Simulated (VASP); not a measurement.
# CuRh2S4 (Cuprorhodsite) with PBEsol: from relaxation to properties, part 5 of 6

How well does PBEsol reproduce what experiment finds for CuRh2S4 (Cuprorhodsite)? The cell is relaxed first, and properties follow on it. The start is a cell from a database of measured crystal structures.

VASP 6.6.1; PBEsol, no spin polarisation; plane waves and PAW (Cu, Rh_pv, S).

Still holding for the runs below: This run has no spin polarisation, although Cu and Rh can carry a moment. The k-mesh is coarse for a metal.

So far. Step 6 (Density of states (PBEsol)): The finer mesh and the other smearing move the Fermi level by -0.03 eV from the 4×4×4 run, a small shift, which tests the Fermi level alone. Of the states within 0.3 eV of the Fermi level, the largest shares in the PAW spheres are S p 35 %, Rh d 29 % and Cu d 12 %. The rest lies in smaller channels or between the spheres. Step 7 (Core levels (PBEsol)): Atoms of one element give levels within 0.1 eV of each other.

## Step 8: Field gradients at the nuclei (PBEsol) (continued)

Electric field gradients, by row:

| atom | Vxx (V/Å²) | Vyy (V/Å²) | Vzz (V/Å²) | asymmetry |
| --- | --- | --- | --- | --- |
| Cu1 | 0.002 | 0.002 | -0.003 | - |
| Cu2 | 0.002 | 0.002 | -0.003 | - |
| Rh3 | 23.36 | 23.36 | -46.72 | 0 |
| Rh4 | 23.36 | 23.35 | -46.71 | 0 |
| Rh5 | 23.36 | 23.35 | -46.71 | 0 |
| Rh6 | 23.36 | 23.35 | -46.71 | 0 |
| S7 | 4.182 | 4.182 | -8.364 | 0 |
| S8 | 4.183 | 4.182 | -8.364 | 0 |
| S9 | 4.183 | 4.182 | -8.364 | 0 |
| S10 | 4.183 | 4.182 | -8.364 | 0 |
| S11 | 4.183 | 4.182 | -8.364 | 0 |
| S12 | 4.182 | 4.182 | -8.364 | 0 |
| S13 | 4.183 | 4.182 | -8.364 | 0 |
| S14 | 4.183 | 4.182 | -8.364 | 0 |

The largest gradient, -46.72 V/Å², sits on Rh3 and like sites; the stable nuclei of Rh have no quadrupole moment in their ground state, so NMR and NQR don't see it.

## Step 9: Volume scan with PBEsol, volume scale 0.94

An equation of state needs energies on both sides of the minimum, all on one mesh and cutoff.

INCAR

```
SYSTEM = CuRh2S4
PREC = Accurate
ENCUT = 400
EDIFF = 1E-06
NELM = 100
ISMEAR = 0
SIGMA = 0.05
LREAL = .FALSE.
ALGO = Normal
GGA = PS
NBANDS = 80
LASPH = .TRUE.
LORBIT = 11
LWAVE = .FALSE.
LCHARG = .FALSE.
KPAR = 8
ISIF = 2
```

POSCAR

```
CuRh2S4
1.0
    0.0000000000      4.7564499465      4.7564499465
    4.7564499465      0.0000000000      4.7564499465
    4.7564499465      4.7564499465      0.0000000000
Cu Rh S
2 4 8
Direct
    0.0000000000      0.0000000000      0.0000000000
    0.2500000000      0.2500000000      0.2500000000
    0.6250000000      0.6250000000      0.6250000000
    0.1250000000      0.6250000000      0.6250000000
    0.6250000000      0.6250000000      0.1250000000
    0.6250000000      0.1250000000      0.6250000000
    0.3839428768      0.3839428768      0.3839428768
    0.4018286304      0.8660571232      0.8660571232
    0.3839428768      0.3839428768      0.8481713696
    0.8660571232      0.4018286304      0.8660571232
    0.8481713696      0.3839428768      0.3839428768
    0.8660571232      0.8660571232      0.8660571232
    0.3839428768      0.8481713696      0.3839428768
    0.8660571232      0.8660571232      0.4018286304
```

KPOINTS

```
Automatic mesh
0
Gamma
4 4 4
0 0 0
```

The projector-augmented-wave data sets are Cu, Rh_pv and S (PBE family, release 64).

Launch:

```console
$ mpirun -np 8 vasp_std
```

What it wrote:

```text
[... set-up lines as in an earlier step ...]
 entering main loop
       N       E                     dE             d eps       ncg     rms          rms(c)
DAV:   1     0.147515384774E+04    0.14752E+04   -0.55887E+04  1392   0.151E+03
DAV:   2     0.108087456251E+03   -0.13671E+04   -0.12956E+04  1368   0.472E+02
DAV:   3    -0.770622330721E+02   -0.18515E+03   -0.16818E+03  1576   0.167E+02
DAV:   4    -0.904983545627E+02   -0.13436E+02   -0.13245E+02  1904   0.499E+01
DAV:   5    -0.908669831839E+02   -0.36863E+00   -0.36814E+00  1752   0.773E+00    0.478E+01
DAV:   6    -0.100114031176E+03   -0.92470E+01   -0.15719E+02  1712   0.218E+02    0.297E+01
DAV:   7    -0.830789375232E+02    0.17035E+02   -0.68697E+01  1776   0.107E+02    0.184E+01
DAV:   8    -0.833480080789E+02   -0.26907E+00   -0.21346E+01  2008   0.634E+01    0.108E+01
DAV:   9    -0.830292723467E+02    0.31874E+00   -0.30189E+00  1912   0.171E+01    0.296E+00
DAV:  10    -0.829622570730E+02    0.67015E-01   -0.23466E-01  1944   0.810E+00    0.137E+00
DAV:  11    -0.829824968762E+02   -0.20240E-01   -0.13693E-01  2024   0.507E+00    0.115E+00
DAV:  12    -0.829630301550E+02    0.19467E-01   -0.81658E-02  1856   0.695E+00    0.439E-01
DAV:  13    -0.829621595794E+02    0.87058E-03   -0.14000E-02  1904   0.242E+00    0.207E-01
DAV:  14    -0.829620898118E+02    0.69768E-04   -0.15666E-03  2040   0.465E-01    0.139E-01
DAV:  15    -0.829620715555E+02    0.18256E-04   -0.55185E-04  1888   0.170E-01    0.102E-01
DAV:  16    -0.829620359304E+02    0.35625E-04   -0.16315E-04  1832   0.117E-01    0.393E-02
DAV:  17    -0.829620355131E+02    0.41729E-06   -0.10846E-05  1784   0.515E-02    0.341E-02
DAV:  18    -0.829620228258E+02    0.12687E-04   -0.28826E-05  1976   0.463E-02    0.170E-02
DAV:  19    -0.829620211715E+02    0.16543E-05   -0.59931E-06  1408   0.303E-02    0.109E-02
DAV:  20    -0.829620208580E+02    0.31345E-06   -0.14002E-06   944   0.704E-03
   1 F= -.82962021E+02 E0= -.82954837E+02  d E =-.143677E-01
```

The job ended after 26 s (8 MPI ranks of Intel Xeon 6975P-C (Granite Rapids), shared host; peak memory 3 GiB).

OUTCAR, selected parts (step 9):

```text
   ENCUT  =  400.0 eV  29.40 Ry    5.42 a.u.  10.97 10.97 10.97*2*pi/ulx,y,z

   NELECT =     130.0000    total number of electrons

 E-fermi :   7.9451

 k-point     1 :       0.0000    0.0000    0.0000
  band No.  band energies     occupation
    ...
     62       6.6671      2.00000
     63       6.6671      2.00000
     64       7.8050      1.99993
     65       7.8050      1.99993
     66       7.8050      1.99993
     67      10.7621      0.00000
     68      10.7621      0.00000
     69      10.7621      0.00000
     70      10.9779      0.00000
     71      10.9779      0.00000
    ...

  Total       14.1921460     14.1921460     14.1921460     -0.0000000      0.0000000     -0.0000000
  in kB      105.6525213    105.6525213    105.6525213     -0.0000000      0.0000000     -0.0000000
  external PRESSURE =     105.6525213 kB  Pullay stress =       0.0000000 kB

 POSITION                                       TOTAL-FORCE (eV/Angst)
 -----------------------------------------------------------------------------------
      0.00000      0.00000      0.00000        -0.000000     -0.000000     -0.000000
      2.37822      2.37822      2.37822        -0.000000     -0.000000     -0.000000
      5.94556      5.94556      5.94556        -0.000000     -0.000000     -0.000000
      5.94556      3.56734      3.56734        -0.000000     -0.000000     -0.000000
      3.56734      3.56734      5.94556        -0.000000     -0.000000     -0.000000
      3.56734      5.94556      3.56734        -0.000000     -0.000000     -0.000000
      3.65241      3.65241      3.65241        -0.327978     -0.327978     -0.327978
      8.23871      6.03064      6.03064         0.327978     -0.327978     -0.327978
      5.86049      5.86049      3.65241         0.327978      0.327978     -0.327978
      6.03064      8.23871      6.03064        -0.327978      0.327978     -0.327978
      3.65241      5.86049      5.86049        -0.327978      0.327978      0.327978
      8.23871      8.23871      8.23871         0.327978      0.327978      0.327978
      5.86049      3.65241      5.86049         0.327978     -0.327978      0.327978
      6.03064      6.03064      8.23871        -0.327978     -0.327978      0.327978
 -----------------------------------------------------------------------------------
    total drift:                                0.000000      0.000000     -0.000000

  FREE ENERGIE OF THE ION-ELECTRON SYSTEM (eV)
  ---------------------------------------------------
  free  energy   TOTEN  =       -82.9620208580 eV

  energy  without entropy=      -82.9476531601  energy(sigma->0) =      -82.95483701

[... 5 parts as in an earlier step ...]

[... 11 further parts left out ...]
```

The scan keeps the cell's shape and the fractional positions fixed.

This step gave:

```
SCF cycles              : 20
free energy (TOTEN)     : -82.9620 eV
energy at zero smearing : -82.9548 eV
Fermi energy            : 7.945 eV
pressure                : 10.57 GPa
```

Force by atom:

| atom | x (eV/Å) | y (eV/Å) | z (eV/Å) | size |
| --- | --- | --- | --- | --- |
| Cu1 | 0.000 | 0.000 | 0.000 | 0.000 |
| Cu2 | 0.000 | 0.000 | 0.000 | 0.000 |
| Rh3 | 0.000 | 0.000 | 0.000 | 0.000 |
| Rh4 | 0.000 | 0.000 | 0.000 | 0.000 |
| Rh5 | 0.000 | 0.000 | 0.000 | 0.000 |
| Rh6 | 0.000 | 0.000 | 0.000 | 0.000 |
| S7 | -0.328 | -0.328 | -0.328 | 0.568 |
| S8 | 0.328 | -0.328 | -0.328 | 0.568 |
| S9 | 0.328 | 0.328 | -0.328 | 0.568 |
| S10 | -0.328 | 0.328 | -0.328 | 0.568 |
| S11 | -0.328 | 0.328 | 0.328 | 0.568 |
| S12 | 0.328 | 0.328 | 0.328 | 0.568 |
| S13 | 0.328 | -0.328 | 0.328 | 0.568 |
| S14 | -0.328 | -0.328 | 0.328 | 0.568 |

The pressure here is 10.57 GPa.

## Step 10: Volume scan with PBEsol, volume scale 0.96

INCAR is that of step 9.

Changes to POSCAR since step 9:

```diff
@@ -2,5 +2,5 @@
 1.0
-    0.0000000000      4.7564499465      4.7564499465
-    4.7564499465      0.0000000000      4.7564499465
-    4.7564499465      4.7564499465      0.0000000000
+    0.0000000000      4.7899471766      4.7899471766
+    4.7899471766      0.0000000000      4.7899471766
+    4.7899471766      4.7899471766      0.0000000000
 Cu Rh S
```

KPOINTS is that of step 9.

Launch:

```console
$ mpirun -np 8 vasp_std
```

What it wrote:

```text
[... set-up lines as in an earlier step ...]
 entering main loop
       N       E                     dE             d eps       ncg     rms          rms(c)
DAV:   1     0.144963020699E+04    0.14496E+04   -0.56290E+04  1424   0.151E+03
DAV:   2     0.972994655879E+02   -0.13523E+04   -0.12805E+04  1368   0.468E+02
DAV:   3    -0.777815058128E+02   -0.17508E+03   -0.15937E+03  1608   0.163E+02
DAV:   4    -0.908106312623E+02   -0.13029E+02   -0.12856E+02  1888   0.495E+01
DAV:   5    -0.910522643338E+02   -0.24163E+00   -0.24112E+00  1720   0.673E+00    0.461E+01
DAV:   6    -0.100662643266E+03   -0.96104E+01   -0.15751E+02  1744   0.217E+02    0.293E+01
DAV:   7    -0.835230655876E+02    0.17140E+02   -0.67689E+01  1784   0.106E+02    0.180E+01
DAV:   8    -0.834854840153E+02    0.37582E-01   -0.20799E+01  2016   0.649E+01    0.101E+01
DAV:   9    -0.833535878573E+02    0.13190E+00   -0.30879E+00  1896   0.115E+01    0.367E+00
DAV:  10    -0.832205576092E+02    0.13303E+00   -0.41485E-01  1880   0.141E+01    0.144E+00
DAV:  11    -0.833414663155E+02   -0.12091E+00   -0.44055E-01  1920   0.151E+01    0.295E+00
DAV:  12    -0.832293789829E+02    0.11209E+00   -0.14920E-01  1800   0.982E+00    0.771E-01
DAV:  13    -0.832228915461E+02    0.64874E-02   -0.43295E-02  1880   0.269E+00    0.292E-01
DAV:  14    -0.832233370407E+02   -0.44549E-03   -0.52525E-03  1656   0.343E-01    0.219E-01
DAV:  15    -0.832232579266E+02    0.79114E-04   -0.64334E-04  1976   0.463E-01    0.151E-01
DAV:  16    -0.832231969175E+02    0.61009E-04   -0.30013E-04  1992   0.358E-01    0.610E-02
DAV:  17    -0.832231923012E+02    0.46164E-05   -0.90944E-05  1808   0.901E-02    0.265E-02
DAV:  18    -0.832231954244E+02   -0.31232E-05   -0.81864E-06  1584   0.357E-02    0.170E-02
DAV:  19    -0.832231935132E+02    0.19111E-05   -0.50467E-06  1256   0.554E-02    0.812E-03
DAV:  20    -0.832231932663E+02    0.24697E-06   -0.58970E-07   832   0.129E-02
   1 F= -.83223193E+02 E0= -.83215624E+02  d E =-.151383E-01
```

It took 26 s on 8 MPI ranks; peak memory 3 GiB.

OUTCAR, selected parts (step 10):

```text
   ENCUT  =  400.0 eV  29.40 Ry    5.42 a.u.  11.05 11.05 11.05*2*pi/ulx,y,z

   NELECT =     130.0000    total number of electrons

 E-fermi :   7.6315

 k-point     1 :       0.0000    0.0000    0.0000
  band No.  band energies     occupation
    ...
     62       6.4041      2.00000
     63       6.4041      2.00000
     64       7.5002      1.99980
     65       7.5002      1.99980
     66       7.5002      1.99980
     67      10.3847      0.00000
     68      10.3847      0.00000
     69      10.3847      0.00000
     70      10.5950      0.00000
     71      10.5950      0.00000
    ...

  Total        9.1310054      9.1310054      9.1310054      0.0000000      0.0000000      0.0000000
  in kB       66.5590349     66.5590349     66.5590349      0.0000000      0.0000000      0.0000000
  external PRESSURE =      66.5590349 kB  Pullay stress =       0.0000000 kB

 POSITION                                       TOTAL-FORCE (eV/Angst)
 -----------------------------------------------------------------------------------
      0.00000      0.00000      0.00000        -0.000000     -0.000000     -0.000000
      2.39497      2.39497      2.39497        -0.000000     -0.000000     -0.000000
      5.98743      5.98743      5.98743        -0.000000     -0.000000     -0.000000
      5.98743      3.59246      3.59246        -0.000000     -0.000000     -0.000000
      3.59246      3.59246      5.98743        -0.000000     -0.000000     -0.000000
      3.59246      5.98743      3.59246        -0.000000     -0.000000     -0.000000
      3.67813      3.67813      3.67813        -0.208663     -0.208663     -0.208663
      8.29674      6.07311      6.07311         0.208663     -0.208663     -0.208663
      5.90176      5.90176      3.67813         0.208663      0.208663     -0.208663
      6.07311      8.29674      6.07311        -0.208663      0.208663     -0.208663
      3.67813      5.90176      5.90176        -0.208663      0.208663      0.208663
      8.29674      8.29674      8.29674         0.208663      0.208663      0.208663
      5.90176      3.67813      5.90176         0.208663     -0.208663      0.208663
      6.07311      6.07311      8.29674        -0.208663     -0.208663      0.208663
 -----------------------------------------------------------------------------------
    total drift:                                0.000000      0.000000     -0.000000

  FREE ENERGIE OF THE ION-ELECTRON SYSTEM (eV)
  ---------------------------------------------------
  free  energy   TOTEN  =       -83.2231932663 eV

  energy  without entropy=      -83.2080549395  energy(sigma->0) =      -83.21562410

[... 5 parts as in an earlier step ...]

[... 11 further parts left out ...]
```

Numbers from this step:

```
free energy (TOTEN)     : -83.2232 eV
energy at zero smearing : -83.2156 eV
Fermi energy            : 7.631 eV
pressure                : 6.656 GPa
```

Force by atom:

| atom | x (eV/Å) | y (eV/Å) | z (eV/Å) | size |
| --- | --- | --- | --- | --- |
| Cu1 | 0.000 | 0.000 | 0.000 | 0.000 |
| Cu2 | 0.000 | 0.000 | 0.000 | 0.000 |
| Rh3 | 0.000 | 0.000 | 0.000 | 0.000 |
| Rh4 | 0.000 | 0.000 | 0.000 | 0.000 |
| Rh5 | 0.000 | 0.000 | 0.000 | 0.000 |
| Rh6 | 0.000 | 0.000 | 0.000 | 0.000 |
| S7 | -0.209 | -0.209 | -0.209 | 0.361 |
| S8 | 0.209 | -0.209 | -0.209 | 0.361 |
| S9 | 0.209 | 0.209 | -0.209 | 0.361 |
| S10 | -0.209 | 0.209 | -0.209 | 0.361 |
| S11 | -0.209 | 0.209 | 0.209 | 0.361 |
| S12 | 0.209 | 0.209 | 0.209 | 0.361 |
| S13 | 0.209 | -0.209 | 0.209 | 0.361 |
| S14 | -0.209 | -0.209 | 0.209 | 0.361 |

The pressure falls from 10.57 to 6.66 GPa.

The run ends at a pressure of 6.66 GPa, with forces up to 0.36 eV/Å.

## Step 11: Volume scan with PBEsol, volume scale 0.98

INCAR is that of step 10.

Changes to POSCAR since step 10:

```diff
@@ -2,5 +2,5 @@
 1.0
-    0.0000000000      4.7899471766      4.7899471766
-    4.7899471766      0.0000000000      4.7899471766
-    4.7899471766      4.7899471766      0.0000000000
+    0.0000000000      4.8229823389      4.8229823389
+    4.8229823389      0.0000000000      4.8229823389
+    4.8229823389      4.8229823389      0.0000000000
 Cu Rh S
```

KPOINTS is that of step 10.

Launch:

```console
$ mpirun -np 8 vasp_std
```

What it wrote:

```text
[... set-up lines as in an earlier step ...]
 entering main loop
       N       E                     dE             d eps       ncg     rms          rms(c)
DAV:   1     0.145095484541E+04    0.14510E+04   -0.56061E+04  1392   0.150E+03
DAV:   2     0.976342049278E+02   -0.13533E+04   -0.12792E+04  1376   0.467E+02
DAV:   3    -0.773874839422E+02   -0.17502E+03   -0.15998E+03  1560   0.164E+02
DAV:   4    -0.907765504702E+02   -0.13389E+02   -0.13201E+02  1920   0.497E+01
[...]
DAV:  18    -0.833759111598E+02   -0.32225E-05   -0.51427E-06  1360   0.153E-02    0.188E-02
DAV:  19    -0.833759067948E+02    0.43650E-05   -0.13923E-05  1680   0.733E-02    0.727E-03
DAV:  20    -0.833759064904E+02    0.30448E-06   -0.17279E-06   880   0.128E-02
   1 F= -.83375906E+02 E0= -.83367953E+02  d E =-.159071E-01
```

It took 26 s on 8 MPI ranks; peak memory 3.1 GiB; 3.3 min of CPU time.

OUTCAR, selected parts (step 11):

```text
  Total        4.3868588      4.3868588      4.3868588     -0.0000000      0.0000000     -0.0000000
  in kB       31.3247225     31.3247225     31.3247225     -0.0000000      0.0000000     -0.0000000
  external PRESSURE =      31.3247225 kB  Pullay stress =       0.0000000 kB

 POSITION                                       TOTAL-FORCE (eV/Angst)
 -----------------------------------------------------------------------------------
      0.00000      0.00000      0.00000        -0.000000     -0.000000     -0.000000
      2.41149      2.41149      2.41149        -0.000000     -0.000000     -0.000000
      6.02873      6.02873      6.02873        -0.000000     -0.000000     -0.000000
      6.02873      3.61724      3.61724        -0.000000     -0.000000     -0.000000
      3.61724      3.61724      6.02873        -0.000000     -0.000000     -0.000000
      3.61724      6.02873      3.61724        -0.000000     -0.000000     -0.000000
      3.70350      3.70350      3.70350        -0.099485     -0.099485     -0.099485
      8.35396      6.11499      6.11499         0.099485     -0.099485     -0.099485
      5.94247      5.94247      3.70350         0.099485      0.099485     -0.099485
      6.11499      8.35396      6.11499        -0.099485      0.099485     -0.099485
      3.70350      5.94247      5.94247        -0.099485      0.099485      0.099485
      8.35396      8.35396      8.35396         0.099485      0.099485      0.099485
      5.94247      3.70350      5.94247         0.099485     -0.099485      0.099485
      6.11499      6.11499      8.35396        -0.099485     -0.099485      0.099485
 -----------------------------------------------------------------------------------
    total drift:                                0.000000      0.000000     -0.000000

  FREE ENERGIE OF THE ION-ELECTRON SYSTEM (eV)
  ---------------------------------------------------
  free  energy   TOTEN  =       -83.3759064904 eV

  energy  without entropy=      -83.3599993575  energy(sigma->0) =      -83.36795292

[... 1 part as in an earlier step ...]

[... 2 further parts left out ...]
[key lines of the parts left out:]
E-fermi :   7.3310
```

The pressure falls from 6.66 to 3.13 GPa.

The run ends at a pressure of 3.13 GPa, with forces up to 0.17 eV/Å.

## Step 12: Volume scan with PBEsol, volume scale 1

INCAR is that of step 11.

Changes to POSCAR since step 11:

```diff
@@ -2,5 +2,5 @@
 1.0
-    0.0000000000      4.8229823389      4.8229823389
-    4.8229823389      0.0000000000      4.8229823389
-    4.8229823389      4.8229823389      0.0000000000
+    0.0000000000      4.8555710460      4.8555710460
+    4.8555710460      0.0000000000      4.8555710460
+    4.8555710460      4.8555710460      0.0000000000
 Cu Rh S
```

KPOINTS is that of step 11.

Launch:

```console
$ mpirun -np 8 vasp_std
```

What it wrote:

```text
[... set-up lines as in an earlier step ...]
 entering main loop
       N       E                     dE             d eps       ncg     rms          rms(c)
[... 22 cycles as in an earlier step ...]
   1 F= -.83433929E+02 E0= -.83425602E+02  d E =-.166542E-01
```

It took 33 s on 8 MPI ranks; peak memory 3.1 GiB; 4.3 min of CPU time.

Parts of OUTCAR (step 12):

```text
[... 6 parts as in an earlier step ...]

[... 1 further part left out ...]
[key lines of the parts left out:]
E-fermi :   7.0424
```

The pressure falls from 3.13 to 0.04 GPa.

The run ends at a pressure of 0.04 GPa, with forces up to 1.4e-4 eV/Å.

[end of part 5 of 6]

[Lines on the potential files, build, host, timing and source positions are cut from VASP's logs without a mark.]

[Logs are printed without paths, hosts, clocks, repeated set-up lines and the standing remarks that a program may print on its own settings, such as how far it seeks lower states.]

[Hosts, paths, dates, database ids (printed as entryN), source tags and the programs' standing remarks are cut or masked in the printed files.]

[A measured line is paired with the nearest computed mode of its activity, which favours agreement.]

[In band tables of VASP the shares of atoms and orbitals are scaled to a sum of 1 inside the atoms' spheres.]
